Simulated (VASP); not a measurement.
Here is the system:

```yaml
crystal:
  lattice:
    - [3.33319, 0.00000, 0.00000]
    - [-1.66659, 2.88662, 0.00000]
    - [0.00000, 0.00000, 13.17115]
  atoms:
    - { symbol: Mo, position: [0.66667, 0.33333, 0.75000] }
    - { symbol: Mo, position: [0.33333, 0.66667, 0.25000] }
    - { symbol: Se, position: [0.66667, 0.33333, 0.37738] }
    - { symbol: Se, position: [0.33333, 0.66667, 0.87738] }
    - { symbol: Se, position: [0.33333, 0.66667, 0.62262] }
    - { symbol: Se, position: [0.66667, 0.33333, 0.12262] }
```

Method: optB88-vdW, VASP's PBE PAW potentials (set 64) (plane waves; VASP). Settings: 480 eV cut-off, 7×7×2 Γ-centred mesh, Gaussian smearing of 0.050 eV, potentials Mo_sv Se.

Question: What does the run give for the energy per atom (σ→0)?

Answer: 
```json
{
  "energy per atom (σ→0)": "-4.503 eV/atom"
}
```

Total energies compare only between runs with the same potentials, cut-off and functional.

The compound is MoSe2 in the 2H layered structure. It was relaxed first. The start is the result of an earlier pass.
